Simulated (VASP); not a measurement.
**PtSe2 (Sudovikovite): convergence with the k-mesh and PAW data sets**

How sensitive are energy, pressure and forces of PtSe2 (Sudovikovite) to the k-mesh and PAW data sets? The series runs use PBEsol. The k-mesh tried: 2 2 2; 3 3 2; 4 4 3; 5 5 3; 6 6 4; 8 8 5; 10 10 7; 13 13 8. The PAW data sets tried: minimal 64: Pt Se; recommended 54: Pt Se; semicore 64: Pt_pv Se; gw 64: Pt_sv_GW Se_GW. The start is a cell from a database of measured crystal structures.

Calculated with VASP 6.6.1; PBEsol; plane waves and PAW (Pt, Se), in the first sound run; inputs show where later runs differ.

The database entry behind the starting cell has ideal inner coordinates that were not refined, so it need not match the best structure at ambient conditions.

### Step 1. Set-up

Symmetry: P-3m1, No. 164, trigonal system. The conventional cell has a = 3.724 Å, b = 3.724 Å, c = 5.062 Å, α = 90.00°, β = 90.00°, γ = 120.00°. Nearest to Pt lie 6 Se at 2.49 Å. Nearest to Se lie 3 Pt at 2.49 Å. Farther neighbours and most contacts between anions are not listed.

### Step 2. K-mesh: 2 2 2

The sum over the zone converges with the mesh, fast for insulators and slowly for metals. PBEsol restores the gradient expansion of exchange and is tuned for the cells of solids.

The input, INCAR:

```
SYSTEM = PtSe2
PREC = Accurate
ENCUT = 400
EDIFF = 1E-06
NELM = 100
ISMEAR = -1
SIGMA = 0.05
LREAL = .FALSE.
ALGO = Normal
GGA = PS
NBANDS = 17
LASPH = .TRUE.
LORBIT = 11
LWAVE = .FALSE.
LCHARG = .FALSE.
NCORE = 4
ISIF = 2
```

The input, POSCAR:

```
PtSe2
1.0
    3.7240000000      0.0000000000      0.0000000000
   -1.8620000000      3.2250786037      0.0000000000
    0.0000000000      0.0000000000      5.0620000000
Pt Se
1 2
Direct
    0.0000000000      0.0000000000      0.0000000000
    0.3333333333      0.6666666667      0.2500000000
    0.6666666667      0.3333333333      0.7500000000
```

The input, KPOINTS:

```
Automatic mesh
0
Gamma
2 2 2
0 0 0
```

PAW data sets: Pt and Se (PBE family, release 64).

Launch:

```sh
$ mpirun -np 4 vasp_std
```

What it wrote:

```text
[banner, memory and clock lines left out]
running    4 mpi-ranks, on    1 nodes
 distrk:  each k-point on    4 cores,    1 groups
 distr:  one band on    4 cores,    1 groups

 POSCAR found type information on POSCAR PtSe
 POSCAR found :  2 types and       3 ions
|                                                                             |
|               ----> ADVICE to this user running VASP <----                  |
|                                                                             |
|     You enforced a specific xc type in the INCAR file but a different       |
|     [... a line on the potential file left out ...]
|     I HOPE YOU KNOW WHAT YOU ARE DOING!                                     |
|                                                                             |

 LDA part: xc-table for (Slater+PW92), standard interpolation
 POSCAR, INCAR and KPOINTS ok, starting setup
 FFT: planning ... GRIDC
 FFT: planning ... GRID_SOFT
 FFT: planning ... GRID
 WAVECAR not read
 entering main loop
       N       E                     dE             d eps       ncg     rms          rms(c)
DAV:   1     0.912597768701E+02    0.91260E+02   -0.90556E+03   144   0.920E+02
DAV:   2    -0.133618568191E+02   -0.10462E+03   -0.10168E+03   190   0.193E+02
DAV:   3    -0.171792684050E+02   -0.38174E+01   -0.38026E+01   141   0.379E+01
DAV:   4    -0.172048564321E+02   -0.25588E-01   -0.25584E-01   148   0.353E+00
DAV:   5    -0.172051494476E+02   -0.29302E-03   -0.29301E-03   157   0.380E-01    0.125E+01
DAV:   6    -0.164241881471E+02    0.78096E+00   -0.51271E+00   146   0.166E+01    0.706E+00
DAV:   7    -0.161626397711E+02    0.26155E+00   -0.89036E-01   146   0.757E+00    0.312E+00
DAV:   8    -0.161250870235E+02    0.37553E-01   -0.60440E-02   146   0.188E+00    0.101E+00
DAV:   9    -0.161230202805E+02    0.20667E-02   -0.32845E-03   139   0.386E-01    0.205E-01
DAV:  10    -0.161229569482E+02    0.63332E-04   -0.51877E-04   146   0.148E-01    0.589E-02
DAV:  11    -0.161229717739E+02   -0.14826E-04   -0.86497E-05   140   0.572E-02    0.215E-02
DAV:  12    -0.161229737279E+02   -0.19539E-05   -0.37677E-06   155   0.122E-02    0.916E-03
DAV:  13    -0.161229753820E+02   -0.16541E-05   -0.12607E-06   119   0.707E-03    0.253E-03
DAV:  14    -0.161229753175E+02    0.64453E-07   -0.16486E-07    71   0.283E-03
   1 F= -.16122975E+02 E0= -.16111562E+02  d E =-.228276E-01
```

Wall time 1.8 s (4 MPI ranks of Intel Xeon 6975P-C (Granite Rapids), shared host); peak memory 0.4 GiB; 4.6 s of CPU time.

The logs omit lines about the potential files and the build; timing stands in the text.

From OUTCAR (step 2):

```text
ion  position               nearest neighbor table
   1  0.000  0.000  0.000-   2 2.49   3 2.49   3 2.49   2 2.49   3 2.49   2 2.49
   2  0.333  0.667  0.250-   1 2.49   1 2.49   1 2.49
   3  0.667  0.333  0.750-   1 2.49   1 2.49   1 2.49

  LATTYP: Found a hexagonal cell.
 ALAT       =     3.7240000000
 C/A-ratio  =     1.3592910849

 Subroutine GETGRP returns: Found 12 space group operations
 (whereof 12 operations were pure point group operations)

The static configuration has the point symmetry D_3d.

 Found      4 irreducible k-points:

   k-points           NKPTS =      4   k-points in BZ     NKDIM =      4   number of bands    NBANDS=     17

   dimension x,y,z NGX =    24 NGY =   24 NGZ =   36
   dimension x,y,z NGXF=    48 NGYF=   48 NGZF=   72

   ENCUT  =  400.0 eV  29.40 Ry    5.42 a.u.   6.07  6.07  8.25*2*pi/ulx,y,z

   NELECT =      22.0000    total number of electrons

 k-points in reciprocal lattice and weights: Automatic mesh
   0.00000000  0.00000000  0.00000000       0.125
   0.50000000 -0.00000000  0.00000000       0.375
   0.00000000  0.00000000  0.50000000       0.125
   0.50000000 -0.00000000  0.50000000       0.375

 average (electrostatic) potential at core
       1 -68.7660       2 -52.5478       3 -52.5478

 E-fermi :   6.9161

 k-point     1 :       0.0000    0.0000    0.0000
  band No.  band energies     occupation
    ...
      7       2.2795      2.00000
      8       3.7480      2.00000
      9       5.3996      2.00000
     10       5.3996      2.00000
     11       6.8933      1.22442
     12       7.8361      0.00000
     13       7.8361      0.00000
     14       9.9160      0.00000
     15      10.5179      0.00000
     16      13.6357      0.00000
    ...

 k-point     2 :       0.5000   -0.0000    0.0000
  band No.  band energies     occupation
    ...
      7       2.6922      2.00000
      8       2.7700      2.00000
      9       2.8820      2.00000
     10       2.8915      2.00000
     11       3.3570      2.00000
     12       7.0116      0.25823
     13       8.7627      0.00000
     14      11.1279      0.00000
     15      12.1614      0.00000
     16      13.3497      0.00000
    ...

 k-point     3 :       0.0000    0.0000    0.5000
  band No.  band energies     occupation
    ...
      7       2.2484      2.00000
      8       3.4754      2.00000
      9       4.6537      2.00000
     10       4.9584      2.00000
     11       4.9584      2.00000
     12       8.6980      0.00000
     13       8.6980      0.00000
     14      11.1323      0.00000
     15      12.6986      0.00000
     16      13.1111      0.00000
    ...

  Total        0.3715686      0.3715686      0.2665847      0.0000000     -0.0000000      0.0000000
  in kB        9.7921360      9.7921360      7.0254437      0.0000000     -0.0000000      0.0000000
  external PRESSURE =       8.8699052 kB  Pullay stress =       0.0000000 kB

  energy-cutoff  :      400.00
  volume of cell :       60.80
      direct lattice vectors                 reciprocal lattice vectors
     3.724000000  0.000000000  0.000000000     0.268528464  0.155034981  0.000000000
    -1.862000000  3.225078604  0.000000000     0.000000000  0.310069962  0.000000000
     0.000000000  0.000000000  5.062000000     0.000000000  0.000000000  0.197550375

 POSITION                                       TOTAL-FORCE (eV/Angst)
 -----------------------------------------------------------------------------------
      0.00000      0.00000      0.00000         0.000000      0.000000      0.000000
     -0.00000      2.15005      1.26550         0.000000     -0.000000     -1.174836
      1.86200      1.07503      3.79650        -0.000000      0.000000      1.174836
 -----------------------------------------------------------------------------------
    total drift:                               -0.000000      0.000000      0.000000

  FREE ENERGIE OF THE ION-ELECTRON SYSTEM (eV)
  ---------------------------------------------------
  free  energy   TOTEN  =       -16.1229753175 eV

  energy  without entropy=      -16.1001477167  energy(sigma->0) =      -16.11156152

 total charge
# of ion       s       p       d       tot
------------------------------------------
    1        0.698   0.713   7.990   9.401
    2        1.482   2.256   0.068   3.805
    3        1.482   2.256   0.068   3.805
--------------------------------------------------
tot          3.662   5.224   8.126  17.011

[... 1 further part left out ...]
```

The gap is read on the k-mesh alone, so it is an upper bound where the band edges lie off the mesh, and a coarse mesh can show a gap where there is none. Spin-orbit coupling is off here; it can split and shift levels that hold much weight on Pt by tenths of an eV or more. The PAW data sets were made with PBE, which is usual practice but a small mismatch for other functionals.

Numbers from this step:

* SCF cycles: 14
* electrons: 22
* bands: 17
* irreducible k-points: 4
* symmetry operations: 12
* free energy (TOTEN): -16.12 eV
* energy at zero smearing: -16.11 eV
* Fermi energy: 6.916 eV
* pressure: 0.8870 GPa
* metallic, judged on the points sampled: no
* valence top at k: 0, 0, 0
* conduction bottom at k: 0.5, 0, 0
* least direct gap at k: 0, 0, 0
* gap on the k-mesh: 0.1183 eV
* least direct gap on the k-mesh: 0.9428 eV

The series starts at -5.3705 eV an atom and 0.89 GPa, after 14 cycles in 1.8 s.

### Step 3. K-mesh: 3 3 2

Changes to INCAR since step 2:

```diff
@@ -15,3 +15,4 @@
 LCHARG = .FALSE.
-NCORE = 4
+KPAR = 2
+NCORE = 2
 ISIF = 2
```

POSCAR is that of step 2.

The input, KPOINTS:

```
Automatic mesh
0
Gamma
3 3 2
0 0 0
```

Launch:

```sh
$ mpirun -np 4 vasp_std
```

What it wrote:

```text
[banner, memory and clock lines left out]
running    4 mpi-ranks, on    1 nodes
[...]
[... a notice as in an earlier step ...]

 LDA part: xc-table for (Slater+PW92), standard interpolation
 POSCAR, INCAR and KPOINTS ok, starting setup
[...]
entering main loop
       N       E                     dE             d eps       ncg     rms          rms(c)
DAV:   1     0.817313716794E+02    0.81731E+02   -0.87635E+03   228   0.910E+02
DAV:   2    -0.132773675789E+02   -0.95009E+02   -0.92463E+02   259   0.193E+02
DAV:   3    -0.167996140490E+02   -0.35222E+01   -0.34853E+01   261   0.371E+01
DAV:   4    -0.168217864848E+02   -0.22172E-01   -0.22166E-01   235   0.320E+00
[...]
DAV:  11    -0.159787502538E+02   -0.11249E-04   -0.43961E-05   271   0.428E-02    0.301E-02
DAV:  12    -0.159787475671E+02    0.26867E-05   -0.58378E-06   225   0.191E-02    0.646E-03
DAV:  13    -0.159787470904E+02    0.47677E-06   -0.16069E-06   125   0.868E-03
   1 F= -.15978747E+02 E0= -.15972496E+02  d E =-.125032E-01
```

Elapsed: 2 s, on 4 MPI ranks; peak memory 0.49 GiB.

Parts of OUTCAR (step 3):

```text
  Total        0.8778274      0.8778274      0.4775952     -0.0000000      0.0000000      0.0000000
  in kB       23.1338336     23.1338336     12.5863086     -0.0000000      0.0000000      0.0000000
  external PRESSURE =      19.6179919 kB  Pullay stress =       0.0000000 kB

 POSITION                                       TOTAL-FORCE (eV/Angst)
 -----------------------------------------------------------------------------------
      0.00000      0.00000      0.00000        -0.000000      0.000000      0.000000
     -0.00000      2.15005      1.26550         0.000000      0.000000      0.219138
      1.86200      1.07503      3.79650        -0.000000      0.000000     -0.219138
 -----------------------------------------------------------------------------------
    total drift:                               -0.000000      0.000000      0.000000

  FREE ENERGIE OF THE ION-ELECTRON SYSTEM (eV)
  ---------------------------------------------------
  free  energy   TOTEN  =       -15.9787470904 eV

  energy  without entropy=      -15.9662439320  energy(sigma->0) =      -15.97249551

[... 1 part as in an earlier step ...]

[... 2 further parts left out ...]
[key lines of the parts left out:]
E-fermi :   6.3425
```

Against the run before the energy moves by +46.36 meV an atom and the pressure by +1.07 GPa, after 13 cycles in 2 s.

### Step 4. K-mesh: 4 4 3

Changes to INCAR since step 3:

```diff
@@ -15,4 +15,3 @@
 LCHARG = .FALSE.
-KPAR = 2
-NCORE = 2
+KPAR = 4
 ISIF = 2
```

POSCAR is that of step 3.

The input, KPOINTS:

```
Automatic mesh
0
Gamma
4 4 3
0 0 0
```

Launch:

```sh
$ mpirun -np 4 vasp_std
```

What it wrote:

```text
[banner, memory and clock lines left out]
running    4 mpi-ranks, on    1 nodes
[...]
[... a notice as in an earlier step ...]

 LDA part: xc-table for (Slater+PW92), standard interpolation
 POSCAR, INCAR and KPOINTS ok, starting setup
[...]
entering main loop
       N       E                     dE             d eps       ncg     rms          rms(c)
DAV:   1     0.904960754714E+02    0.90496E+02   -0.88447E+03   314   0.921E+02
DAV:   2    -0.129149784236E+02   -0.10341E+03   -0.10015E+03   404   0.195E+02
DAV:   3    -0.167618628775E+02   -0.38469E+01   -0.38222E+01   377   0.387E+01
DAV:   4    -0.167882367790E+02   -0.26374E-01   -0.26369E-01   366   0.344E+00
[...]
DAV:  10    -0.159497705164E+02   -0.22132E-04   -0.12180E-03   375   0.218E-01    0.336E-02
DAV:  11    -0.159497726466E+02   -0.21302E-05   -0.58514E-05   366   0.567E-02    0.250E-02
DAV:  12    -0.159497731461E+02   -0.49950E-06   -0.32117E-06   374   0.128E-02
   1 F= -.15949773E+02 E0= -.15946183E+02  d E =-.717957E-02
```

Elapsed: 2.4 s, on 4 MPI ranks; peak memory 0.55 GiB.

From OUTCAR (step 4):

```text
  Total        1.1010839      1.1010839     -0.1047173      0.0000000      0.0000000     -0.0000000
  in kB       29.0174250     29.0174250     -2.7596680      0.0000000      0.0000000     -0.0000000
  external PRESSURE =      18.4250607 kB  Pullay stress =       0.0000000 kB

 POSITION                                       TOTAL-FORCE (eV/Angst)
 -----------------------------------------------------------------------------------
      0.00000      0.00000      0.00000         0.000000      0.000000      0.000000
     -0.00000      2.15005      1.26550        -0.000000      0.000000      0.250661
      1.86200      1.07503      3.79650         0.000000     -0.000000     -0.250661
 -----------------------------------------------------------------------------------
    total drift:                               -0.000000      0.000000      0.000000

  FREE ENERGIE OF THE ION-ELECTRON SYSTEM (eV)
  ---------------------------------------------------
  free  energy   TOTEN  =       -15.9497731461 eV

  energy  without entropy=      -15.9425935735  energy(sigma->0) =      -15.94618336

[... 1 part as in an earlier step ...]

[... 2 further parts left out ...]
[key lines of the parts left out:]
E-fermi :   6.4202
```

Against the run before the energy moves by +8.77 meV an atom and the pressure by -0.12 GPa, after 12 cycles in 2.4 s.

### Step 5. K-mesh: 5 5 3

INCAR is that of step 4.

POSCAR is that of step 4.

The input, KPOINTS:

```
Automatic mesh
0
Gamma
5 5 3
0 0 0
```

Launch:

```sh
$ mpirun -np 4 vasp_std
```

What it wrote:

```text
[... set-up lines as in an earlier step ...]
 entering main loop
       N       E                     dE             d eps       ncg     rms          rms(c)
DAV:   1     0.888513873848E+02    0.88851E+02   -0.86174E+03   424   0.907E+02
DAV:   2    -0.131218687702E+02   -0.10197E+03   -0.98918E+02   526   0.197E+02
DAV:   3    -0.167439082655E+02   -0.36220E+01   -0.35990E+01   506   0.378E+01
DAV:   4    -0.167673428497E+02   -0.23435E-01   -0.23427E-01   493   0.333E+00
[...]
DAV:  10    -0.159107051812E+02   -0.51351E-04   -0.13631E-03   459   0.227E-01    0.411E-02
DAV:  11    -0.159107046337E+02    0.54756E-06   -0.53612E-05   528   0.580E-02    0.268E-02
DAV:  12    -0.159107037172E+02    0.91652E-06   -0.49572E-06   465   0.166E-02
   1 F= -.15910704E+02 E0= -.15908617E+02  d E =-.417288E-02
```

Wall time 2.4 s (4 MPI ranks); peak memory 0.56 GiB.

OUTCAR, selected parts (step 5):

```text
  Total        1.0721696      1.0721696      0.2405578      0.0000000     -0.0000000      0.0000000
  in kB       28.2554319     28.2554319      6.3395417      0.0000000     -0.0000000      0.0000000
  external PRESSURE =      20.9501351 kB  Pullay stress =       0.0000000 kB

 POSITION                                       TOTAL-FORCE (eV/Angst)
 -----------------------------------------------------------------------------------
      0.00000      0.00000      0.00000        -0.000000      0.000000      0.000000
     -0.00000      2.15005      1.26550         0.000000     -0.000000      0.265787
      1.86200      1.07503      3.79650        -0.000000      0.000000     -0.265787
 -----------------------------------------------------------------------------------
    total drift:                               -0.000000      0.000000      0.000000

  FREE ENERGIE OF THE ION-ELECTRON SYSTEM (eV)
  ---------------------------------------------------
  free  energy   TOTEN  =       -15.9107037172 eV

  energy  without entropy=      -15.9065308331  energy(sigma->0) =      -15.90861728

[... 1 part as in an earlier step ...]

[... 2 further parts left out ...]
[key lines of the parts left out:]
E-fermi :   6.5488
```

Against the run before the energy moves by +12.52 meV an atom and the pressure by +0.25 GPa, after 12 cycles in 2.4 s.

### Step 6. K-mesh: 6 6 4

INCAR is that of step 5.

POSCAR is that of step 5.

The input, KPOINTS:

```
Automatic mesh
0
Gamma
6 6 4
0 0 0
```

Launch:

```sh
$ mpirun -np 4 vasp_std
```

What it wrote:

```text
[... set-up lines as in an earlier step ...]
 entering main loop
       N       E                     dE             d eps       ncg     rms          rms(c)
DAV:   1     0.903334792637E+02    0.90333E+02   -0.87305E+03   880   0.910E+02
DAV:   2    -0.129058205086E+02   -0.10324E+03   -0.10029E+03  1011   0.197E+02
DAV:   3    -0.167286643856E+02   -0.38228E+01   -0.37998E+01   980   0.388E+01
DAV:   4    -0.167542267468E+02   -0.25562E-01   -0.25555E-01  1015   0.349E+00
[...]
DAV:  10    -0.158886261919E+02   -0.60084E-04   -0.99443E-04   978   0.207E-01    0.390E-02
DAV:  11    -0.158886213799E+02    0.48120E-05   -0.67854E-05   961   0.754E-02    0.218E-02
DAV:  12    -0.158886206464E+02    0.73350E-06   -0.58649E-06   903   0.192E-02
   1 F= -.15888621E+02 E0= -.15884715E+02  d E =-.781216E-02
```

Run time: 3 s. Hardware: 4 MPI ranks; peak memory 0.59 GiB; 9 s of CPU time.

Parts of OUTCAR (step 6):

```text
  Total        1.0290080      1.0290080      0.4551859      0.0000000      0.0000000      0.0000000
  in kB       27.1179717     27.1179717     11.9957455      0.0000000      0.0000000      0.0000000
  external PRESSURE =      22.0772296 kB  Pullay stress =       0.0000000 kB

 POSITION                                       TOTAL-FORCE (eV/Angst)
 -----------------------------------------------------------------------------------
      0.00000      0.00000      0.00000         0.000000      0.000000      0.000000
     -0.00000      2.15005      1.26550        -0.000000      0.000000      0.347332
      1.86200      1.07503      3.79650         0.000000      0.000000     -0.347332
 -----------------------------------------------------------------------------------
    total drift:                               -0.000000      0.000000      0.000000

  FREE ENERGIE OF THE ION-ELECTRON SYSTEM (eV)
  ---------------------------------------------------
  free  energy   TOTEN  =       -15.8886206464 eV

  energy  without entropy=      -15.8808084865  energy(sigma->0) =      -15.88471457

[... 1 part as in an earlier step ...]

[... 2 further parts left out ...]
[key lines of the parts left out:]
E-fermi :   6.3856
```

Against the run before the energy moves by +7.97 meV an atom and the pressure by +0.11 GPa, after 12 cycles in 3 s.

(Part 1 of 2 ends here.)

[Lines on the potential files, build, host, timing and source positions are cut from VASP's logs without a mark.]

[Logs are printed without paths, hosts, clocks, repeated set-up lines and the standing remarks that a program may print on its own settings, such as how far it seeks lower states.]

[Hosts, paths, dates, database ids (printed as entryN), source tags and the programs' standing remarks are cut or masked in the printed files.]

[A measured line is paired with the nearest computed mode of its activity, which favours agreement.]

[In band tables of VASP the shares of atoms and orbitals are scaled to a sum of 1 inside the atoms' spheres.]
